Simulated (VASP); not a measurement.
Calculation: PBE GGA, VASP's PBE PAW potentials (set 64) (plane waves; VASP).

A VASP calculation is set up with these files.

File KPOINTS:
```
Automatic mesh
0
Gamma
7 7 7
0 0 0
```

**INCAR**
```
! general
SYSTEM = KCl
PREC   = Accurate
ENCUT  = 400
LREAL  = .FALSE.
LASPH  = .TRUE.
NELECT = 16.02

! electronic loop
EDIFF  = 1E-6
NELM   = 100
ALGO   = Normal

! smearing
ISMEAR = 0
SIGMA  = 0.05

! functional
GGA    = PE

! ions
ISIF   = 2

! output
LWAVE  = .FALSE.
LCHARG = .FALSE.
```

File POSCAR:
```
KCl
3.20790
  0.0000000000   1.0000000000   1.0000000000
  1.0000000000   0.0000000000   1.0000000000
  1.0000000000   1.0000000000   0.0000000000
K Cl
1 1
Cart
  0.0000000000   0.0000000000   0.0000000000
  1.0000000000   1.0000000000   1.0000000000
```

POTCAR, in this order: K_sv Cl (PBE.64 set). Program: vasp_std.

The resulting files:

**OSZICAR**
```
       N       E                     dE             d eps       ncg     rms          rms(c)
DAV:   1     0.955503693377E+02    0.95550E+02   -0.63307E+03   480   0.973E+02
DAV:   2    -0.167129097035E+01   -0.97222E+02   -0.91821E+02   652   0.257E+02
DAV:   3    -0.687907378329E+01   -0.52078E+01   -0.51830E+01   608   0.562E+01
DAV:   4    -0.706537147992E+01   -0.18630E+00   -0.18615E+00   836   0.926E+00
DAV:   5    -0.706623743596E+01   -0.86596E-03   -0.86594E-03   628   0.726E-01    0.312E+00
DAV:   6    -0.675037122361E+01    0.31587E+00   -0.57888E-01   596   0.405E+00    0.253E+00
DAV:   7    -0.673235669596E+01    0.18015E-01   -0.13359E-01   604   0.215E+00    0.150E+00
DAV:   8    -0.674462397264E+01   -0.12267E-01   -0.21695E-02   672   0.120E+00    0.189E-01
DAV:   9    -0.674555326169E+01   -0.92929E-03   -0.15972E-03   628   0.266E-01    0.953E-02
DAV:  10    -0.674616672760E+01   -0.61347E-03   -0.59469E-04   548   0.194E-01    0.101E-02
DAV:  11    -0.674618129533E+01   -0.14568E-04   -0.20973E-05   660   0.346E-02    0.610E-03
DAV:  12    -0.674618532625E+01   -0.40309E-05   -0.73189E-06   588   0.189E-02    0.381E-03
DAV:  13    -0.674618528635E+01    0.39907E-07   -0.12057E-06   528   0.838E-03
   1 F= -.67461853E+01 E0= -.67458967E+01  d E =-.577141E-03
```

**OUTCAR**
```
------------------------ aborting loop because EDIFF is reached ----------------------------------------
  FORCE on cell =-STRESS in cart. coord.  units (eV):
  Direction    XX          YY          ZZ          XY          YZ          ZX
  --------------------------------------------------------------------------------------
  Total        0.0478230      0.0478230      0.0478230      0.0000000     -0.0000000     -0.0000000
  in kB        1.1605262      1.1605262      1.1605262      0.0000000     -0.0000000     -0.0000000
  external PRESSURE =       1.1605262 kB  Pullay stress =       0.0000000 kB
  volume of cell :       66.02
      direct lattice vectors                 reciprocal lattice vectors
     0.000000000  3.207900000  3.207900000    -0.155865208  0.155865208  0.155865208
     3.207900000  0.000000000  3.207900000     0.155865208 -0.155865208  0.155865208
     3.207900000  3.207900000  0.000000000     0.155865208  0.155865208 -0.155865208
  FREE ENERGIE OF THE ION-ELECTRON SYSTEM (eV)
  ---------------------------------------------------
  free  energy   TOTEN  =        -6.7461852863 eV

  energy  without entropy=       -6.7456081458  energy(sigma->0) =       -6.74589672
```
(Selected blocks of OUTCAR.)

### OUTCAR
```
 val. band max:        2.8952578667   @ k =   0.0000   0.0000   0.0000

 cond. band min:       3.3505481262   @ k =   0.1429   0.0000   0.0000


 Fermi energy:         3.3323788964

 k-point     1 :       0.0000    0.0000    0.0000
  band No.  band energies     occupation
      1     -29.4113      2.00000
      2     -14.1311      2.00000
      3     -12.8704      2.00000
      4     -12.8704      2.00000
      5     -12.8704      2.00000
      6      -2.0724      2.00000
      7      -2.0724      2.00000
      8      -2.0724      2.00000
      9       2.8953      2.00000
     10       6.2602      0.00000
     11       6.2602      0.00000
     12       6.2602      0.00000

 k-point     2 :       0.1429    0.0000    0.0000
  band No.  band energies     occupation
      1     -29.4098      2.00000
      2     -14.1660      2.00000
      3     -12.8719      2.00000
      4     -12.8719      2.00000
      5     -12.8269      2.00000
      6      -2.2915      2.00000
      7      -2.1282      2.00000
      8      -2.1282      2.00000
      9       3.3505      0.60732
     10       6.1068      0.00000
     11       6.5003      0.00000
     12       6.5003      0.00000

 k-point     3 :       0.2857    0.0000    0.0000
  band No.  band energies     occupation
      1     -29.4065      2.00000
      2     -14.2373      2.00000
      3     -12.8753      2.00000
      4     -12.8753      2.00000
      5     -12.7362      2.00000
      6      -2.7087      2.00000
      7      -2.2488      2.00000
      8      -2.2488      2.00000
      9       4.3740      0.00000
     10       6.0056      0.00000
     11       7.1697      0.00000
     12       7.1697      0.00000

 k-point     4 :       0.4286    0.0000    0.0000
  band No.  band energies     occupation
      1     -29.4039      2.00000
      2     -14.2890      2.00000
      3     -12.8781      2.00000
      4     -12.8781      2.00000
      5     -12.6688      2.00000
      6      -2.9940      2.00000
...
```

The cell is charged, with a uniform compensating background.

The compound is KCl in the rock salt structure. The cell was not relaxed at this level. The run is one of a series of settings (NELECT = 16.02 against the base run), some of them coarse on purpose.
